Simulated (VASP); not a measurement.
Method: r2SCAN meta-GGA, VASP's PBE PAW potentials (set 64) (plane waves; VASP).

The input files of a VASP run:

**KPOINTS_OPT**
```
k-points along high-symmetry lines
10
Line-mode
Reciprocal
  0.000000   0.000000   0.000000 ! GAMMA
  0.500000   0.000000   0.500000 ! X

  0.500000   0.000000   0.500000 ! X
  0.625000   0.250000   0.625000 ! U

  0.375000   0.375000   0.750000 ! K
  0.000000   0.000000   0.000000 ! GAMMA

  0.000000   0.000000   0.000000 ! GAMMA
  0.500000   0.500000   0.500000 ! L

  0.500000   0.500000   0.500000 ! L
  0.500000   0.250000   0.750000 ! W

  0.500000   0.250000   0.750000 ! W
  0.500000   0.000000   0.500000 ! X
```

**POSCAR**
```
Gd
3.5847560
  0.0000000000   0.7071068221   0.7071068221
  0.7071068221   0.0000000000   0.7071068221
  0.7071068221   0.7071068221   0.0000000000
Gd
1
Cartesian
  0.0000000000   0.0000000000   0.0000000000
```

KPOINTS:
```
Automatic mesh
0
Gamma
14 14 14
0 0 0
```

### INCAR
```
ALGO = Normal
EDIFF = 1E-7
ENCUT = 400
ISIF = 2
ISMEAR = -5
LASPH = .TRUE.
LCHARG = .FALSE.
LMAXMIX = 6
LMIXTAU = .TRUE.
LORBIT = 11
LREAL = .FALSE.
LWAVE = .FALSE.
METAGGA = R2SCAN
NEDOS = 601
NELM = 100
PREC = Accurate
SYSTEM = Gd
```

POTCAR, in this order: Gd_3 (PBE.64 set). Program: vasp_std.

What will the output report for the number of irreducible k-points (NKPTS), number of bands (NBANDS), largest plane-wave count, number of space-group operations, FFT grid (NGX, NGY, NGZ)?

```json
{
 "number of irreducible k-points (NKPTS)": "104",
 "number of bands (NBANDS)": "8",
 "largest_plane_wave_count": "609",
 "number_of_space_group_operations": "48",
 "FFT grid (NGX, NGY, NGZ)": "24 × 24 × 24"
}
```

The structure was generated: Gd was put into the fcc type (Fm-3m), which need not be its known phase. It was relaxed first. The 4f electrons are frozen in the core of the lanthanide potential, so 4f levels, which can set the real gap, and their magnetism are missing.
